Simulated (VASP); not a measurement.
Input:

```
CELL_PARAMETERS angstrom
      1.35257    -2.34273     0.00000
      1.35257     2.34273     0.00000
      0.00000     0.00000     4.26585
ATOMIC_POSITIONS crystal
  Ru 0.33333 0.66667 0.25000
  Ru 0.66667 0.33333 0.75000
```

Calculation: PBE GGA with D4 dispersion, VASP's PBE PAW potentials (set 64) (plane waves; VASP). Settings: 520 eV cut-off, Gaussian smearing of 0.050 eV, potentials Ru_pv.

Problem. Give the energies of bands 7 to 17 at the high-symmetry points, in eV from the Fermi level.

Solution. 
```json
[
 {"band": "7", "Γ": "-8.02", "M": "-6.19", "K": "-5.64", "A": "-6.08", "L": "-6.09", "H": "-4.73"},
 {"band": "8", "Γ": "-6.24", "M": "-5.54", "K": "-4.35", "A": "-6.08", "L": "-6.09", "H": "-4.73"},
 {"band": "9", "Γ": "-2.63", "M": "-5.40", "K": "-4.35", "A": "-2.80", "L": "-4.55", "H": "-4.14"},
 {"band": "10", "Γ": "-2.63", "M": "-3.06", "K": "-3.81", "A": "-2.80", "L": "-4.55", "H": "-4.14"},
 {"band": "11", "Γ": "-2.41", "M": "-2.07", "K": "-2.86", "A": "-2.80", "L": "-1.08", "H": "-2.73"},
 {"band": "12", "Γ": "-1.93", "M": "-1.82", "K": "-2.86", "A": "-2.80", "L": "-1.08", "H": "-2.73"},
 {"band": "13", "Γ": "-1.93", "M": "-1.52", "K": "-1.08", "A": "-2.71", "L": "0.44", "H": "-1.20"},
 {"band": "14", "Γ": "-1.43", "M": "1.40", "K": "1.02", "A": "-2.71", "L": "0.44", "H": "-1.20"},
 {"band": "15", "Γ": "-1.43", "M": "1.83", "K": "1.02", "A": "0.54", "L": "1.66", "H": "1.22"},
 {"band": "16", "Γ": "1.18", "M": "1.94", "K": "1.47", "A": "0.54", "L": "1.66", "H": "1.22"},
 {"band": "17", "Γ": "1.18", "M": "4.07", "K": "7.02", "A": "0.54", "L": "3.40", "H": "8.46"}
]
```

It has no gap at this level: it comes out as a metal or semimetal.

The compound is Ru in the hcp structure. It was relaxed first.
